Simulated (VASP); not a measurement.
Computed with LDA (Ceperley-Alder, Perdew-Zunger), VASP's LDA PAW potentials (set 64) (plane waves; VASP).

VASP ran on this input.

**POSCAR**
```
Pt3Ti
1
    3.8765479471    -0.0000000000     0.0000000000
    0.0000000000     3.8765479471     0.0000000000
   -0.0000000000     0.0000000000     3.8765479471
Ti Pt
1 3
Direct
  0.0000000000   0.0000000000   0.0000000000
  0.0000000000   0.5000000000   0.5000000000
  0.5000000000   0.0000000000   0.5000000000
  0.5000000000   0.5000000000   0.0000000000
```

File KPOINTS:
```
Automatic mesh
0
Gamma
9 9 9
0 0 0
```

### INCAR
```
SYSTEM=Pt3Ti
PREC=Accurate; ENCUT=520; LREAL=.FALSE.
LASPH=.TRUE.
EDIFF=1E-7; NELM=100; ALGO=Normal
LMAXMIX=6
ISMEAR=-5
ISIF=2
LWAVE=.FALSE.; LCHARG=.TRUE.; LORBIT=11
NEDOS=601
LEFG=.TRUE.
```

POTCAR, in this order: Ti_sv Pt (LDA.64 set). Program: vasp_std.

Output of the run:

OSZICAR:
```
       N       E                     dE             d eps       ncg     rms          rms(c)
DAV:   1     0.383225899372E+03    0.38323E+03   -0.21454E+04  1750   0.181E+03
DAV:   2    -0.391867848425E+01   -0.38714E+03   -0.38017E+03  1910   0.458E+02
DAV:   3    -0.369561953302E+02   -0.33038E+02   -0.32172E+02  2632   0.112E+02
DAV:   4    -0.378791567320E+02   -0.92296E+00   -0.91561E+00  2091   0.199E+01
DAV:   5    -0.379081617081E+02   -0.29005E-01   -0.28927E-01  2551   0.334E+00    0.240E+01
DAV:   6    -0.358650872001E+02    0.20431E+01   -0.20534E+01  2502   0.330E+01    0.134E+01
DAV:   7    -0.356189203625E+02    0.24617E+00   -0.27882E+01  2509   0.328E+01    0.108E+01
DAV:   8    -0.347736434703E+02    0.84528E+00   -0.17434E+00  2452   0.105E+01    0.464E+00
DAV:   9    -0.346995964712E+02    0.74047E-01   -0.22000E+00  2629   0.805E+00    0.252E+00
DAV:  10    -0.346278551522E+02    0.71741E-01   -0.47623E-01  2476   0.466E+00    0.255E-01
DAV:  11    -0.346309133272E+02   -0.30582E-02   -0.92179E-03  2440   0.749E-01    0.409E-01
DAV:  12    -0.346283112939E+02    0.26020E-02   -0.11574E-02  2478   0.646E-01    0.405E-02
DAV:  13    -0.346284831768E+02   -0.17188E-03   -0.27156E-04  2238   0.117E-01    0.175E-02
DAV:  14    -0.346283863259E+02    0.96851E-04   -0.59944E-05  2517   0.546E-02    0.149E-02
DAV:  15    -0.346284206043E+02   -0.34278E-04   -0.10535E-05  2455   0.258E-02    0.350E-03
DAV:  16    -0.346284297294E+02   -0.91251E-05   -0.69898E-07  2286   0.507E-03    0.369E-04
DAV:  17    -0.346284304906E+02   -0.76123E-06   -0.21968E-08  1036   0.983E-04    0.284E-04
DAV:  18    -0.346284314732E+02   -0.98260E-06   -0.11889E-08   955   0.664E-04    0.257E-04
DAV:  19    -0.346284308617E+02    0.61156E-06   -0.39529E-09   925   0.541E-04    0.130E-04
DAV:  20    -0.346284308770E+02   -0.15326E-07   -0.63660E-10   916   0.171E-04
   1 F= -.34628431E+02 E0= -.34628431E+02  d E =0.000000E+00
```

**OUTCAR**
```
------------------------ aborting loop because EDIFF is reached ----------------------------------------
  FORCE on cell =-STRESS in cart. coord.  units (eV):
  Direction    XX          YY          ZZ          XY          YZ          ZX
  --------------------------------------------------------------------------------------
  Total        0.0371093      0.0371093      0.0371093      0.0000000      0.0000000     -0.0000000
  in kB        1.0206050      1.0206050      1.0206050      0.0000000      0.0000000     -0.0000000
  external PRESSURE =       1.0206050 kB  Pullay stress =       0.0000000 kB
  volume of cell :       58.26
      direct lattice vectors                 reciprocal lattice vectors
     3.876547947  0.000000000  0.000000000     0.257961468  0.000000000  0.000000000
     0.000000000  3.876547947  0.000000000     0.000000000  0.257961468  0.000000000
     0.000000000  0.000000000  3.876547947     0.000000000  0.000000000  0.257961468
 POSITION                                       TOTAL-FORCE (eV/Angst)
 -----------------------------------------------------------------------------------
      0.00000      0.00000      0.00000         0.000000      0.000000      0.000000
      0.00000      1.93827      1.93827         0.000000      0.000000      0.000000
      1.93827      0.00000      1.93827         0.000000      0.000000      0.000000
      1.93827      1.93827      0.00000         0.000000      0.000000      0.000000
 -----------------------------------------------------------------------------------
    total drift:                                0.000000      0.000000     -0.000000
  FREE ENERGIE OF THE ION-ELECTRON SYSTEM (eV)
  ---------------------------------------------------
  free  energy   TOTEN  =       -34.6284308770 eV

  energy  without entropy=      -34.6284308770  energy(sigma->0) =      -34.62843088

 total charge

# of ion       s       p       d       tot
------------------------------------------
    1        2.220   6.170   1.838  10.227
    2        0.712   0.698   8.094   9.504
    3        0.712   0.698   8.094   9.504
    4        0.712   0.698   8.094   9.504
--------------------------------------------------
tot          4.356   8.264  26.121  38.740

 Electric field gradients after diagonalization (V/A^2)
 (convention: |V_zz| > |V_xx| > |V_yy|)
----------------------------------------------------------------------
 ion       V_xx      V_yy      V_zz     asymmetry (V_yy - V_xx)/ V_zz
----------------------------------------------------------------------
   1       0.000     0.000     0.000      -0.055
   2      37.342    37.342   -74.684       0.000
   3      37.342    37.342   -74.684       0.000
   4      37.342    37.342   -74.684       0.000
```
(Selected blocks of OUTCAR.)

**OUTCAR**
```
 val. band max:       12.0687789911   @ k =   0.3333   0.0000   0.0000

 cond. band min:      11.9619249982   @ k =   0.4444   0.1111   0.1111


 Fermi energy:        12.0268263660

 k-point     1 :       0.0000    0.0000    0.0000
  band No.  band energies     occupation
      1     -45.4685      2.00000
      2     -22.0815      2.00000
      3     -22.0815      2.00000
      4     -22.0815      2.00000
      5       1.6214      2.00000
      6       4.3985      2.00000
      7       4.7681      2.00000
      8       4.7681      2.00000
      9       5.0651      2.00000
     10       5.0651      2.00000
     11       5.0651      2.00000
     12       8.2765      2.00000
     13       8.2765      2.00000
     14       8.2765      2.00000
     15      10.2900      2.00000
     16      10.2900      2.00000
     17      11.4883      2.00000
     18      12.0658      1.99626
     19      12.0658      1.99500
     20      12.0658      0.85290
     21      13.4067     -0.01843
     22      13.4067      0.00000
     23      13.6017      0.00000
     24      13.6017      0.00000
     25      13.6017      0.00000

 k-point     2 :       0.1111    0.0000    0.0000
  band No.  band energies     occupation
      1     -45.4682      2.00000
      2     -22.0853      2.00000
      3     -22.0821      2.00000
      4     -22.0821      2.00000
      5       1.7884      2.00000
      6       4.5057      2.00000
      7       4.8315      2.00000
      8       4.9080      2.00000
      9       5.1262      2.00000
     10       5.1700      2.00000
     11       5.1700      2.00000
     12       8.1732      2.00000
     13       8.3291      2.00000
     14       8.3291      2.00000
     15      10.1430      2.00000
     16      10.3125      2.00000
     17      11.3313      2.00000
     18      11.3385      2.00005
     19      11.3385      2.00024
     20      12.0663      1.52849
     21      12.6661     -0.27692
     22      13.2944      0.00000
     23      13.2944      0.00000
...
```

For a metal the tetrahedron method with Blöchl corrections gives inexact stress and forces. Unless said otherwise, spin-orbit coupling is left out, though it shifts the bands of the heavy elements here.

The compound is Pt3Ti in the L1_2 structure. It was relaxed first.
